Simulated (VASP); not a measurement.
A run of VASP 6.6.1 is set up as follows.

The input INCAR:

```
ALGO = Normal ; EDIFF = 1E-6
EDIFFG = -0.01 ; ENCUT = 600
IBRION = 2 ; ISIF = 3
ISMEAR = 1 ; ISPIN = 2
LASPH = T ; LCHARG = F
LMAXMIX = 4 ; LMIXTAU = T
LORBIT = 11 ; LREAL = F
LWAVE = F ; MAGMOM = 0 0 3
METAGGA = R2SCAN ; NELM = 100
NSW = 60 ; PREC = Accurate
SIGMA = 0.1
```

Contents of KPOINTS:

```
k-points
0
Gamma
  7 7 7
```

The input POSCAR:

```
Sr2Fe
1.0
    0.0000000000      3.3013433500      3.3013433500
    3.3013433500      0.0000000000      3.3013433500
    3.3013433500      3.3013433500      0.0000000000
Sr Fe
2 1
Direct
    0.2500000000      0.2500000000      0.2500000000
    0.7500000000      0.7500000000      0.7500000000
    0.0000000000      0.0000000000      0.0000000000
```

Potentials or basis: VASP PAW PBE potentials, release 64 (Sr_sv, Fe).

Run with:

```bash
$ cat potpaw_PBE.64/Sr_sv/POTCAR potpaw_PBE.64/Fe/POTCAR > POTCAR
$ mpirun -np 1 vasp_std > vasp.out
```

Estimate the relaxed volume.

40.02 Å³/atom.

Estimate the site moments.

Sr +0.05; Fe -3.04 μB.

Estimate the relaxed cell.

a = 5.538 Å, b = 5.538 Å, c = 5.538 Å, α = 60.00°, β = 60.00°, γ = 60.00°.

What does it give for the space group after relaxing (to 0.05 Å)?

Fm-3m (No. 225).

Final structure:
```
CELL_PARAMETERS angstrom
0.00000 3.91562 3.91562
3.91562 0.00000 3.91562
3.91562 3.91562 0.00000
ATOMIC_POSITIONS crystal
Sr 0.25000 0.25000 0.25000
Sr 0.75000 0.75000 0.75000
Fe 0.00000 0.00000 0.00000
```

Caveat: the volume moved by over 15 % at a fixed basis, so the end points are rough; the PAW data sets were made with another functional, which shifts forces and pressure a little.
